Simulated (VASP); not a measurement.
Input:

```
Sn3Sb
1.0
    4.74182     0.00000     0.00000
    0.00000     4.74182     0.00000
    0.00000     0.00000     4.74182
Sn Sb
3 1
Direct
  0.00000   0.50000   0.50000
  0.50000   0.00000   0.50000
  0.50000   0.50000   0.00000
  0.00000   0.00000   0.00000
```

These are PBEsol GGA with spin-orbit coupling, VASP's PBE PAW potentials (set 64) (plane waves; VASP) values and carry that method's errors. Run with 400 eV cut-off, 6×6×6 Γ-centred mesh, Gaussian smearing of 0.050 eV, potentials Sn_d Sb.

Question: Give the energies of bands 41 to 54 at the high-symmetry points, in eV from the Fermi level.

Answer: 
| band | Γ | X | M | R |
|---|---|---|---|---|
| 41 | -4.01 | -2.27 | -1.36 | -5.09 |
| 42 | -4.01 | -2.27 | -1.36 | -5.09 |
| 43 | -4.01 | -2.02 | -1.11 | -5.09 |
| 44 | -4.01 | -2.02 | -1.11 | -5.09 |
| 45 | 1.10 | -1.70 | -0.96 | -4.72 |
| 46 | 1.10 | -1.70 | -0.96 | -4.72 |
| 47 | 1.35 | -0.74 | -0.67 | 4.21 |
| 48 | 1.35 | -0.74 | -0.67 | 4.21 |
| 49 | 1.35 | -0.33 | -0.04 | 4.68 |
| 50 | 1.35 | -0.33 | -0.04 | 4.68 |
| 51 | 2.04 | 2.51 | -0.03 | 4.68 |
| 52 | 2.04 | 2.51 | -0.03 | 4.68 |
| 53 | 2.04 | 2.81 | 0.07 | 5.58 |
| 54 | 2.04 | 2.81 | 0.07 | 5.58 |

It has no gap at this level: it comes out as a metal or semimetal.

The structure comes from a computed database's Sn3Sb entry (Pm-3m); how it stands against other phases isn't given here. It was relaxed first.
